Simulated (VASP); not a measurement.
**A slab model of Na(100)**

How does Na(100) behave as a surface?

Calculated with VASP 6.6.1; LDA; plane waves and PAW (Na).

### Step 1. Set-up

The cell holds 7 atoms: 7 Na. Cell: a = 4.230 Å, b = 4.230 Å, c = 30.690 Å, α = 90.0°, β = 90.0°, γ = 90.0°. Vacuum lies along c.

### Step 2. Potential and states of the slab

A static run writes the electrostatic potential without exchange and correlation (LVHAR), which is flat in the vacuum and gives the level to count from. The dipole correction cancels the field that unlike faces would set up across the vacuum.

Contents of INCAR:

```
SYSTEM = Na
PREC = Normal
ENCUT = 300
EDIFF = 1E-06
NELM = 120
ISMEAR = -1
SIGMA = 0.1
LREAL = .FALSE.
ALGO = Fast
GGA = CA
NBANDS = 21
LORBIT = 11
LWAVE = .FALSE.
LCHARG = .TRUE.
LASPH = .TRUE.
IDIPOL = 3
LDIPOL = .TRUE.
DIPOL = 0.5 0.5 0.5
LVHAR = .TRUE.
LVACPOTAV = .TRUE.
LELF = .TRUE.
NEDOS = 1500
```

Contents of POSCAR:

```
Na
1.0
    4.2300000000      0.0000000000      0.0000000000
    0.0000000000      4.2300000000      0.0000000000
    0.0000000000      0.0000000000     30.6900000000
Na
7
Direct
    0.0000000000      0.0000000000      0.2932551320
    0.5000000000      0.5000000000      0.3621700880
    0.0000000000      0.0000000000      0.4310850440
    0.5000000000      0.5000000000      0.5000000000
    0.0000000000      0.0000000000      0.5689149560
    0.5000000000      0.5000000000      0.6378299120
    0.0000000000      0.0000000000      0.7067448680
```

Contents of KPOINTS:

```
Automatic mesh
0
Gamma
10 10 1
0 0 0
```

Contents of KPOINTS_OPT:

```
Line mode
14
Line-mode
Reciprocal
  0.50000000   0.50000000   0.00000000 M
  0.00000000   0.00000000   0.00000000 GAMMA

  0.00000000   0.00000000   0.00000000 GAMMA
  0.00000000   0.50000000   0.00000000 X

  0.00000000   0.50000000   0.00000000 X
  0.50000000   0.50000000   0.00000000 M
```

PAW data sets: Na (LDA family, release 64).

Launch:

```
> mpirun -np 2 vasp_std
```

The program printed:

```text
[banner, memory and clock lines left out]
running    2 mpi-ranks, on    1 nodes
 distrk:  each k-point on    2 cores,    1 groups
 distr:  one band on    1 cores,    2 groups

 POSCAR found type information on POSCAR Na
 POSCAR found :  1 types and       7 ions
 LDA part: xc-table for (Slater(with rela. corr.)+CA(PZ))
 , standard interpolation
|                                                                             |
|           W    W    AA    RRRRR   N    N  II  N    N   GGGG   !!!           |
|           W    W   A  A   R    R  NN   N  II  NN   N  G    G  !!!           |
|           W    W  A    A  R    R  N N  N  II  N N  N  G       !!!           |
|           W WW W  AAAAAA  RRRRR   N  N N  II  N  N N  G  GGG   !            |
|           WW  WW  A    A  R   R   N   NN  II  N   NN  G    G                |
|           W    W  A    A  R    R  N    N  II  N    N   GGGG   !!!           |
|                                                                             |
|     The number of bands has been changed from the values supplied in        |
|     The orbitals not found in the WAVECAR file will be initialized with     |
|     random numbers, which is usually adequate. For correlated               |
|     calculations, however, you should redo the groundstate calculation.     |
|     I found NBANDS = 21. Now, NBANDS = 22.                                  |
|                                                                             |

 POSCAR, INCAR and KPOINTS ok, starting setup
 FFT: planning ... GRIDC
 FFT: planning ... GRID_SOFT
 FFT: planning ... GRID
 WAVECAR not read
 entering main loop
       N       E                     dE             d eps       ncg     rms          rms(c)
DAV:   1    -0.256949509653E+01   -0.25695E+01   -0.94586E+02   924   0.106E+02
DAV:   2    -0.959375717055E+01   -0.70243E+01   -0.67634E+01  1122   0.224E+01
DAV:   3    -0.987524138210E+01   -0.28148E+00   -0.27792E+00  1232   0.401E+00
DAV:   4    -0.988531701943E+01   -0.10076E-01   -0.10071E-01  1306   0.764E-01
DAV:   5    -0.988581883066E+01   -0.50181E-03   -0.50178E-03  1330   0.155E-01    0.940E-01
RMM:   6    -0.963421999818E+01    0.25160E+00   -0.62559E-03  1038   0.136E-01    0.622E-01
RMM:   7    -0.957873498468E+01    0.55485E-01   -0.17474E-03   968   0.768E-02    0.369E-01
RMM:   8    -0.954903479860E+01    0.29700E-01   -0.45044E-03  1144   0.117E-01    0.124E-01
RMM:   9    -0.954937824366E+01   -0.34345E-03   -0.11607E-03  1012   0.656E-02    0.626E-02
RMM:  10    -0.954769648186E+01    0.16818E-02   -0.58449E-04  1119   0.442E-02    0.316E-02
RMM:  11    -0.954829997669E+01   -0.60349E-03   -0.31175E-04  1125   0.296E-02    0.124E-02
RMM:  12    -0.954863478396E+01   -0.33481E-03   -0.95537E-05  1079   0.167E-02    0.941E-03
RMM:  13    -0.954900889557E+01   -0.37411E-03   -0.58951E-05  1210   0.115E-02    0.391E-03
RMM:  14    -0.954911194585E+01   -0.10305E-03   -0.16396E-05  1188   0.722E-03    0.149E-03
RMM:  15    -0.954912770237E+01   -0.15757E-04   -0.81188E-06  1230   0.508E-03    0.661E-04
RMM:  16    -0.954914103948E+01   -0.13337E-04   -0.36834E-06  1158   0.353E-03    0.503E-04
RMM:  17    -0.954914831458E+01   -0.72751E-05   -0.13449E-06  1066   0.227E-03    0.365E-04
RMM:  18    -0.954915341941E+01   -0.51048E-05   -0.25399E-07  1039   0.135E-03    0.186E-04
RMM:  19    -0.954915439272E+01   -0.97331E-06   -0.12447E-07   949   0.990E-04
|                                                                             |
|           W    W    AA    RRRRR   N    N  II  N    N   GGGG   !!!           |
|           W    W   A  A   R    R  NN   N  II  NN   N  G    G  !!!           |
|           W    W  A    A  R    R  N N  N  II  N N  N  G       !!!           |
|           W WW W  AAAAAA  RRRRR   N  N N  II  N  N N  G  GGG   !            |
|           WW  WW  A    A  R   R   N   NN  II  N   NN  G    G                |
|           W    W  A    A  R    R  N    N  II  N    N   GGGG   !!!           |
|                                                                             |
|     Did not find any points to average over, which means that no vacuum     |
|     field-free region was found. Please increase the size of  your cell     |
|     in the dimension of the dipole correction to obtain accurate            |
|     workfunction values.                                                    |
|                                                                             |

   1 F= -.95491544E+01 E0= -.94855827E+01  d E =-.127143E+00
 Start KPOINTS_OPT (optional k-point list driver)
k-point batch [1-21\42]
       N       E                     dE             ncg
DAV:   1    -0.257215917268E+03   -0.15019E+04      924
DAV:   2    -0.369828257449E+03   -0.11261E+03     1124
DAV:   3    -0.374570376189E+03   -0.47421E+01     1216
DAV:   4    -0.374707875259E+03   -0.13750E+00     1286
DAV:   5    -0.374711030055E+03   -0.31548E-02     1248
DAV:   6    -0.374711153860E+03   -0.12381E-03     1410
DAV:   7    -0.374711156165E+03   -0.23054E-05     1192
DAV:   8    -0.374711156239E+03   -0.73611E-07      810
k-point batch [22-42\42]
       N       E                     dE             ncg
DAV:   1    -0.759352407313E+02   -0.26174E+04      924
DAV:   2    -0.230347935765E+03   -0.15441E+03     1108
DAV:   3    -0.237216412182E+03   -0.68685E+01     1176
DAV:   4    -0.237384183508E+03   -0.16777E+00     1344
DAV:   5    -0.237387065888E+03   -0.28824E-02     1212
DAV:   6    -0.237387219394E+03   -0.15351E-03     1384
DAV:   7    -0.237387221893E+03   -0.24994E-05     1172
DAV:   8    -0.237387221961E+03   -0.67726E-07      816
```

It took 58 s on 2 MPI ranks of Intel Xeon Platinum 8259CL at 2.50GHz (Skylake/Cascade Lake), shared host; peak memory 0.4 GiB; 1.9 min of CPU time.

Lines that name or quote the potential files are left out of all logs, and their timing lines are given in words.

From OUTCAR (step 2):

```text
ion  position               nearest neighbor table
   1  0.000  0.000  0.293-   2 3.66   2 3.66   2 3.66   2 3.66
   2  0.500  0.500  0.362-   1 3.66   3 3.66   1 3.66   3 3.66   1 3.66   3 3.66   1 3.66   3 3.66

  LATTYP: Found a simple tetragonal cell.
 ALAT       =     4.2300000000
 C/A-ratio  =     7.2553191489

 Subroutine GETGRP returns: Found 16 space group operations
 (whereof 16 operations were pure point group operations)

The static configuration has the point symmetry D_4h.

 Found     21 irreducible k-points:

   k-points           NKPTS =     21   k-points in BZ     NKDIM =     21   number of bands    NBANDS=     22

   dimension x,y,z NGX =    18 NGY =   18 NGZ =  140
   dimension x,y,z NGXF=    36 NGYF=   36 NGZF=  280

   ENCUT  =  300.0 eV  22.05 Ry    4.70 a.u.   5.97  5.97 43.34*2*pi/ulx,y,z

   NELECT =       7.0000    total number of electrons

 k-points in reciprocal lattice and weights: Automatic mesh
   0.00000000  0.00000000  0.00000000       0.010
   0.10000000  0.00000000  0.00000000       0.040
   0.20000000  0.00000000  0.00000000       0.040
   0.30000000  0.00000000  0.00000000       0.040
   0.40000000  0.00000000  0.00000000       0.040
   0.50000000  0.00000000  0.00000000       0.020
   0.10000000  0.10000000  0.00000000       0.040
   0.20000000  0.10000000  0.00000000       0.080
   0.30000000  0.10000000  0.00000000       0.080
[...]
0.50000000  0.40000000  0.00000000       0.040
   0.50000000  0.50000000  0.00000000       0.010

 dipolmoment           0.000000      0.000000     -0.000000 electrons x Angstroem

 average (electrostatic) potential at core
       1 -46.5540       2 -46.1507       3 -46.1381       4 -46.1408       5 -46.1381
       6 -46.1507       7 -46.5540

 E-fermi :  -1.1898

 k-point     1 :       0.0000    0.0000    0.0000
  band No.  band energies     occupation
      1      -4.3087      2.00000
      2      -3.9164      2.00000
      3      -3.2716      2.00000
      4      -2.4168      1.99999
      5      -1.4442      1.85427
      6      -0.4716      0.00152
      7       0.4441      0.00000
      8       1.2695      0.00000
      9       1.5272      0.00000
     10       2.4217      0.00000
    ...

 k-point     2 :       0.1000    0.0000    0.0000
  band No.  band energies     occupation
      1      -4.2224      2.00000
      2      -3.8305      2.00000
      3      -3.1864      2.00000
      4      -2.3326      1.99998
      5      -1.3613      1.69481
      6      -0.3907      0.00068
      7       0.5231      0.00000
      8       1.3473      0.00000
      9       1.6056      0.00000
     10       2.2418      0.00000
    ...

 k-point     3 :       0.2000    0.0000    0.0000
  band No.  band energies     occupation
      1      -3.9643      2.00000
      2      -3.5736      2.00000
      3      -2.9316      2.00000
      4      -2.0806      1.99973
      5      -1.1134      0.63527
      6      -0.1505      0.00006
      7       0.7334      0.00000
      8       0.9998      0.00000
      9       1.3085      0.00000
     10       1.6673      0.00000
    ...

  Total       -1.9992307     -1.9992307     -1.2568188      0.0000000      0.0000000     -0.0000000
  in kB       -5.8330523     -5.8330523     -3.6669554      0.0000000      0.0000000     -0.0000000
  external PRESSURE =      -5.1110200 kB  Pullay stress =       0.0000000 kB

  energy-cutoff  :      300.00
  volume of cell :      549.13
      direct lattice vectors                 reciprocal lattice vectors
     4.230000000  0.000000000  0.000000000     0.236406619  0.000000000  0.000000000
     0.000000000  4.230000000  0.000000000     0.000000000  0.236406619  0.000000000
     0.000000000  0.000000000 30.690000000     0.000000000  0.000000000  0.032583904

 POSITION                                       TOTAL-FORCE (eV/Angst)
 -----------------------------------------------------------------------------------
      0.00000      0.00000      9.00000         0.000000     -0.000000      0.090284
      2.11500      2.11500     11.11500        -0.000000      0.000000      0.013152
      0.00000      0.00000     13.23000         0.000000      0.000000     -0.001126
      2.11500      2.11500     15.34500         0.000000      0.000000      0.000000
      0.00000      0.00000     17.46000         0.000000      0.000000      0.001126
      2.11500      2.11500     19.57500         0.000000     -0.000000     -0.013152
      0.00000      0.00000     21.69000         0.000000     -0.000000     -0.090284
 -----------------------------------------------------------------------------------
    total drift:                                0.000000      0.000000     -0.000000

  FREE ENERGIE OF THE ION-ELECTRON SYSTEM (eV)
  ---------------------------------------------------
  free  energy   TOTEN  =        -9.5491543927 eV

  energy  without entropy=       -9.4220110987  energy(sigma->0) =       -9.48558275

 vacuum level on the upper side and lower side of the slab         1.592         1.592

 total charge
# of ion       s       p       d       tot
------------------------------------------
    1        0.100   0.017   0.000   0.117
    2        0.098   0.029   0.000   0.126
    3        0.100   0.027   0.000   0.127
    4        0.098   0.028   0.000   0.126
    5        0.100   0.027   0.000   0.127
    6        0.098   0.029   0.000   0.126
    7        0.100   0.017   0.000   0.117
--------------------------------------------------
tot          0.694   0.173   0.000   0.867

[... 3 further parts left out ...]
```

This run has no spin polarisation. Its electron count is odd, so without a moment it is a metal by construction. The data set Na keeps the semicore shell frozen, which is cheaper and a little less accurate.

This step gave:

```yaml
electronic_cycles: 19
electrons: 7
free_energy_toten: -9.549 eV
energy_at_zero_smearing: -9.486 eV
fermi_energy: -1.190 eV
labelled_metallic_from_the_levels_on_this_mesh: yes
dos_at_the_fermi_level: 3.913 states/eV/cell
dipole_moment: 0, 0, 0 e·Å
vacuum_levels: 1.592, 1.592 eV
work_functions_of_the_upper_and_lower_face: 2.782, 2.782 eV
```

Electronic bands along the path, in eV, zero at the Fermi level; # counts the bands kept:

| point | #1 | #2 | #3 | #4 | #5 | #6 | #7 | #8 |
| --- | --- | --- | --- | --- | --- | --- | --- | --- |
| M | 0.88 | 0.88 | 1.23 | 1.23 | 1.25 | 1.30 | 1.59 | 1.75 |
| 0.54 of the way | -2.21 | -1.82 | -1.18 | -0.34 | 0.62 | 1.56 | 2.00 | 2.33 |
| Γ | -3.12 | -2.73 | -2.08 | -1.23 | -0.25 | 0.72 | 1.63 | 2.46 |
| 0.46 of the way | -2.66 | -2.27 | -1.63 | -0.78 | 0.19 | 1.14 | 1.76 | 2.08 |
| X | -1.01 | -0.99 | -0.65 | -0.58 | -0.05 | 0.08 | 0.78 | 0.92 |
| 0.46 of the way | -0.56 | -0.54 | -0.21 | -0.14 | 0.39 | 0.51 | 1.19 | 1.37 |
| M | 0.88 | 0.88 | 1.23 | 1.23 | 1.25 | 1.30 | 1.59 | 1.75 |

Means over bins of 0.040 eV. Density of states against energy, zero at the Fermi level; read off at these points; values in states/eV/cell:

```csv
energy (eV),total,Na s,Na p
-3.750,2.5e-4,2.0e-5,0
-3.500,0.0162,0.00206,0
-3.250,0.159,0.0197,1.6e-4
-3.000,0.596,0.0734,0.00219
-2.750,1.07,0.129,0.00679
-2.500,1.33,0.157,0.0122
-2.250,1.63,0.187,0.0194
-2.000,1.95,0.217,0.0291
-1.750,2.26,0.244,0.0406
-1.500,2.18,0.228,0.0463
-1.250,2.56,0.257,0.0614
-1.000,2.99,0.289,0.0818
-0.750,2.95,0.273,0.0904
-0.500,3.25,0.289,0.110
-0.250,3.04,0.251,0.113
0.000,3.90,0.304,0.160
0.250,4.16,0.304,0.187
0.500,3.62,0.236,0.178
0.750,4.13,0.220,0.231
1.000,4.84,0.245,0.279
1.250,4.93,0.261,0.284
1.500,4.49,0.232,0.261
1.750,4.83,0.255,0.271
2.000,5.64,0.273,0.332
2.250,5.54,0.258,0.333
2.500,5.61,0.247,0.321
2.750,6.26,0.264,0.344
2.963,7.36,0.322,0.388
3.000,7.39,0.318,0.392
3.250,6.90,0.260,0.393
3.500,6.06,0.238,0.320
3.750,8.81,0.307,0.484
3.827,9.25,0.327,0.514
3.867,9.21,0.328,0.516
4.000,8.64,0.314,0.497
4.250,7.75,0.305,0.451
4.500,7.94,0.321,0.466
4.750,8.53,0.291,0.547
5.000,7.90,0.252,0.581
5.084,7.46,0.246,0.584
5.250,6.43,0.217,0.546
5.500,4.92,0.131,0.408
5.750,4.55,0.135,0.388
6.000,2.97,0.0871,0.313
6.250,1.42,0.0355,0.152
6.500,0.727,0.00492,0.102
6.750,0.236,4.4e-4,0.0400
7.000,0.0282,0,0.00495
7.250,0.0025,0,8.7e-5
7.500,0,0,0
```

The planar average of the electrostatic potential oscillates, so the rows of the table below give means over windows of 2.08 Å about each position, cut where the curve ends. Its maxima inside the range that stand out by 2 % of the span (Å: eV): 10.1: 1.08, 12.2: 1.06, 14.2: 1.08, 16.4: 1.08, 18.5: 1.06, 20.6: 1.08. Its minima: 9.0: -2.2, 11.1: -2.00, 13.3: -2.00, 15.3: -2.03, 17.4: -2.00, 19.6: -2.00, 21.7: -2.2.

Zero at the Fermi level. The planar average of the electrostatic potential by height; means over each step:

```csv
height (Å),planar average of the electrostatic potential (eV)
1.04,2.78
3.12,2.78
5.20,2.76
7.28,2.11
9.36,-0.502
11.44,-0.418
13.52,-0.409
15.60,-0.425
17.68,-0.418
19.76,-0.419
21.84,-0.430
23.92,2.48
26.00,2.77
28.08,2.78
30.16,2.78
```

Density of states in the PAW spheres, an atom over height of the layer and energy from the Fermi level.

Values in states/eV, 22 rows by 7 columns, each cell a mean:
```
0.0683 0.0647 0.0616 0.0603 0.0616 0.0647 0.0683
0.0722 0.0608 0.0622 0.0664 0.0622 0.0608 0.0722
0.0611 0.0522 0.0543 0.0495 0.0543 0.0522 0.0611
0.0575 0.0482 0.0552 0.0531 0.0552 0.0482 0.0575
0.0499 0.0475 0.0470 0.0460 0.0470 0.0475 0.0499
0.0375 0.0441 0.0390 0.0459 0.0390 0.0441 0.0375
0.0312 0.0412 0.0346 0.0377 0.0346 0.0412 0.0312
0.0189 0.0342 0.0316 0.0272 0.0316 0.0342 0.0189
0.0102 0.0219 0.0242 0.0223 0.0242 0.0219 0.0102
0.0025 0.0068 0.0102 0.0113 0.0102 0.0068 0.0025
0.0002 0.0006 0.0009 0.0011 0.0009 0.0006 0.0002
0.0000 0.0000 0.0000 0.0000 0.0000 0.0000 0.0000
0.0000 0.0000 0.0000 0.0000 0.0000 0.0000 0.0000
0.0000 0.0000 0.0000 0.0000 0.0000 0.0000 0.0000
0.0000 0.0000 0.0000 0.0000 0.0000 0.0000 0.0000
0.0000 0.0000 0.0000 0.0000 0.0000 0.0000 0.0000
0.0000 0.0000 0.0000 0.0000 0.0000 0.0000 0.0000
0.0000 0.0000 0.0000 0.0000 0.0000 0.0000 0.0000
0.0000 0.0000 0.0000 0.0000 0.0000 0.0000 0.0000
0.0000 0.0000 0.0000 0.0000 0.0000 0.0000 0.0000
0.0000 0.0000 0.0000 0.0000 0.0000 0.0000 0.0000
0.0000 0.0000 0.0000 0.0000 0.0000 0.0000 0.0000
```
Columns: height of the layer (Å) from 9 to 21.7; rows upwards: energy from the Fermi level (eV) from -7.9 to 0.5.

Force by atom:

```
atom  x (eV/Å)  y (eV/Å)  z (eV/Å)    size
 Na1    0.0000    0.0000    0.0903  0.0903
 Na2    0.0000    0.0000    0.0132  0.0132
 Na3    0.0000    0.0000   -0.0011  0.0011
 Na4    0.0000    0.0000    0.0000  0.0000
 Na5    0.0000    0.0000    0.0011  0.0011
 Na6    0.0000    0.0000   -0.0132  0.0132
 Na7    0.0000    0.0000   -0.0903  0.0903
```

Electrostatic potential energy in the ca plane at fractional y = 0.000, with atoms of Na within 0.2 Å of it. With pseudopotentials it is smooth inside the atoms' cores, unlike the true potential.

Values in eV, 6 rows by 16 columns, each cell a mean:
```
  1  -1 -23 -12   1   0 -17 -18   0   1 -11 -24  -3   1   1   2
  1   1  -2  -1   1   1  -2  -2   1   1  -1  -3   0   1   2   2
  1   1   1   1   1   1   1   1   1   1   1   1   1   1   2   2
  1   1   1   1   1   1   1   1   1   1   1   0   1   1   2   2
  1   0  -6  -3   1   1  -4  -5   1   1  -2  -7  -1   1   1   2
  1  -2 -27 -15   1   0 -21 -22   0   1 -14 -28  -3   1   1   2
```
Columns run along c (16.0 Å, from fractional 0.35 to 0.87 of the cell; values clipped at the 3rd and 97th percentile), rows up along a (4.2 Å). Atoms in or near the plane, at fractional coordinates: Na at (0.43, 0.00), Na at (0.57, 0.00), Na at (0.71, 0.00).

ELF in the ca plane at fractional y = 0.000, with atoms of Na within 0.2 Å of it. It is the smooth field of the valence electrons, not physical close to the nuclei.

Ten even steps from '0' (0.00) to '9' (0.73), each cell a mean:
```
87766300015777775200025667786201368764210000
87766521246777776421246677788644688753210000
77667665567777777655567667789988998653110000
77667777777777777777777667789999987642100000
77667777777777777777777667789999987532100000
77667777777777777777777667788999987532100000
77667777777777777777777667789999987542100000
77667766677777777766677667789999998643100000
87766543356777776533356677788766788753210000
87766310025777775200136677787311478764210000
77765202014677775102025667775125468764210000
```
Columns run along c (16.0 Å, from fractional 0.35 to 0.87 of the cell), rows up along a (4.2 Å). Atoms in or near the plane, at fractional coordinates: Na at (0.43, 0.00), Na at (0.57, 0.00), Na at (0.71, 0.00).

Valence density in the ca plane at fractional y = 0.000, with atoms of Na within 0.2 Å of it. It is the smooth field of the valence electrons, not physical close to the nuclei.

Values in units of 1e-2 e/Å³, 6 rows by 16 columns, each cell a mean:
```
2.9 2.6 1.3 1.8 2.8 2.7 1.6 1.5 2.7 2.9 2.1 1.1 1.1 0.4 0.1 0.0
2.9 2.8 2.5 2.7 2.8 2.8 2.6 2.6 2.8 2.9 2.9 2.1 1.2 0.3 0.1 0.0
2.8 2.8 2.8 2.8 2.8 2.8 2.8 2.8 2.7 2.9 2.9 2.2 1.1 0.3 0.1 0.0
2.8 2.8 2.8 2.8 2.8 2.8 2.8 2.8 2.8 2.9 3.0 2.3 1.1 0.3 0.1 0.0
2.9 2.7 2.2 2.5 2.8 2.8 2.3 2.3 2.8 2.9 2.7 1.8 1.2 0.4 0.1 0.0
2.9 2.5 1.3 1.7 2.8 2.7 1.4 1.4 2.7 2.9 1.9 1.0 1.1 0.4 0.1 0.0
```
Columns run along c (16.0 Å, from fractional 0.35 to 0.87 of the cell), rows up along a (4.2 Å). Atoms in or near the plane, at fractional coordinates: Na at (0.43, 0.00), Na at (0.57, 0.00), Na at (0.71, 0.00).

Only the dipole across the slab is computed (IDIPOL = 3); zeros along the plane are no results.

The density of states holds every band computed, so its fall toward the upper end of the range is no gap.

The map of layer states is cut here 0.5 eV above the Fermi level, so it leaves out the states above that.

The vacuum level lies 2.78 eV above the Fermi level at the upper face; both faces agree, as the slab has next to no dipole.

The program found no field-free point at its default tolerance, but its printed level agrees with the flat part of the planar average.

On this mesh the fine structure of the density of states is sampling noise, and high empty states may be cut by the number of bands.

### Step 3. Putting the energies together

This step: slab, LDA; plane waves and PAW (VASP 6.6.1).

This step runs nothing: it gathers the runs above.

[end of part 1 of 2]

[Lines on the potential files, build, host, timing and source positions are cut from VASP's logs without a mark.]

[Logs are printed without paths, hosts, clocks, repeated set-up lines and the standing remarks that a program may print on its own settings, such as how far it seeks lower states.]

[Hosts, paths, dates, database ids (printed as entryN), source tags and the programs' standing remarks are cut or masked in the printed files.]

[In band tables of VASP the shares of atoms and orbitals are scaled to a sum of 1 inside the atoms' spheres.]

[Runs that stopped without an error message from VASP are left out.]
